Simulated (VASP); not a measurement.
Data:

```
SnO
1.0
    0.00000     2.73879     2.73879
    2.73879     0.00000     2.73879
    2.73879     2.73879     0.00000
Sn O
1 1
Direct
  0.00000   0.00000   0.00000
  0.25000   0.25000   0.25000
```

Method: PBE GGA, VASP's PBE PAW potentials (set 64) (plane waves; VASP). Settings: 520 eV cut-off, 13×13×13 Γ-centred mesh, tetrahedra with Blöchl corrections, potentials Sn_d O.

The job: SnO (relaxed from the zinc blende structure, space group F-43m), 2 atoms, PBE, static run, 520 eV, 13×13×13 Γ-centred mesh. Roughly how much core time does it take on a busy server core?

About 40 core-seconds (one run on a shared machine, a rough figure). It had 84 irreducible k-points, 14 bands, up to 1121 plane waves and 17 electronic steps.

The structure was generated: SnO was put into the zinc blende type (F-43m), which need not be its known phase. It was relaxed first, which changed the volume by +55 %.
